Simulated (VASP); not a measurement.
The system is GeB2C2.

```xyz
10
Lattice="5.5642 0.0630 0.0938 0.0533 4.7505 0.0229 0.0319 -0.3357 5.5901" Properties=species:S:1:pos:R:3 pbc="T T T"
Ge    2.7643    0.0914    0.9237
Ge    5.4709    0.2995    1.1497
B     1.3952    0.5127    2.7661
B     4.1937    0.6057    2.8532
B     2.7937    2.9420    2.5726
B     5.5922    2.9930    2.8567
C     2.9461    1.3990    2.8035
C     5.5240    1.4301    2.8894
C     1.4069    3.6762    2.7650
C     4.3427    3.9670    2.6803
```

The cell was built by a generator and needn't be a form met in nature.

```yaml
Program: VASP 6.6.1
Task: relaxation of cell and atoms
Functional: PBE
Potentials_or_basis: VASP PAW PBE potentials, release 64 (Ge_d, B, C)
Cutoff: 520 eV
k_mesh: 4 × 5 × 4
Occupations: gaussian, width 0.15 eV
Spin: no spin polarisation
```

At the start: pressure -0.4 GPa; volume 14.78 Å³/atom.

Q: How do energy, volume and symmetry change on relaxing?

A: Over 27 steps the energy falls by 194.4 meV/atom and the volume is 14.14 Å³/atom (-4.3 %); space group Pm (No. 6, to 0.05 Å).

The path:
```tsv
step	energy change (eV)	largest force (eV/Å)	pressure (GPa)	volume (Å³)
1	0.0000	7.1388	-0.41	147.77
2	-0.7735	4.1192	-1.78	146.91
3	-1.3688	2.5547	-3.19	147.32
4	-1.5699	3.0510	2.33	141.53
5	-1.7314	1.2575	-0.50	143.75
6	-1.8495	0.7525	0.75	142.19
7	-1.8543	0.5303	0.48	142.44
8	-1.8957	0.2904	-0.34	142.78
9	-1.8972	0.3858	-0.48	142.85
10	-1.9159	0.2273	-0.26	142.24
11	-1.9168	0.3330	-0.03	142.06
12	-1.9270	0.1823	0.17	141.66
13	-1.9276	0.1884	0.36	141.54
14	-1.9341	0.1761	0.01	141.89
15	-1.9341	0.1739	-0.16	141.89
16	-1.9393	0.0975	-0.22	141.84
17	-1.9394	0.1226	-0.12	141.84
18	-1.9418	0.0994	0.00	141.60
19	-1.9418	0.1045	0.08	141.59
20	-1.9430	0.1080	0.06	141.58
21	-1.9430	0.0804	0.05	141.58
22	-1.9437	0.0675	-0.11	141.67
23	-1.9437	0.0572	-0.12	141.66
24	-1.9437	0.0624	-0.09	141.67
25	-1.9441	0.0380	0.02	141.55
26	-1.9441	0.0365	-0.05	141.55
27	-1.9443	0.0292	0.19	141.41
```

Final structure:
```
Ge B C
1.0
     5.51270    0.00179    0.01237
    -0.00117    4.67055    0.11485
    -0.04599   -0.21972    5.48681
Ge B C
2 4 4
Direct
  0.49736 0.02825 0.17420
  0.99724 0.03115 0.17444
  0.24911 0.16272 0.51037
  0.74890 0.16275 0.51054
  0.49863 0.65239 0.46841
  0.99854 0.65260 0.46857
  0.49894 0.32135 0.48147
  0.99882 0.32161 0.48219
  0.24867 0.82515 0.47205
  0.74864 0.82534 0.47241
```
